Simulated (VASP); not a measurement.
Input:

```yaml
crystal:
  lattice:
    - [0.00000, 2.13434, 2.13434]
    - [2.13434, 0.00000, 2.13434]
    - [2.13434, 2.13434, 0.00000]
  atoms:
    - { symbol: Mg, position: [0.00000, 0.00000, 0.00000] }
    - { symbol: O, position: [0.50000, 0.50000, 0.50000] }
```

These are r2SCAN+rVV10, VASP's PBE PAW potentials (set 64) (plane waves; VASP) values and carry that method's errors. Run with 520 eV cut-off, 11×11×11 Γ-centred mesh, Gaussian smearing of 0.050 eV, potentials Mg O.

Give the stress tensor in GPa (positive for a compressed cell).

```
-8.97   0.00   0.00
 0.00  -8.97   0.00
 0.00   0.00  -8.97
```
The pressure is its mean diagonal, -8.97 GPa.

The compound is MgO in the rock salt structure. This cell is one point of a volume scan, at 1.06 of the reference volume.
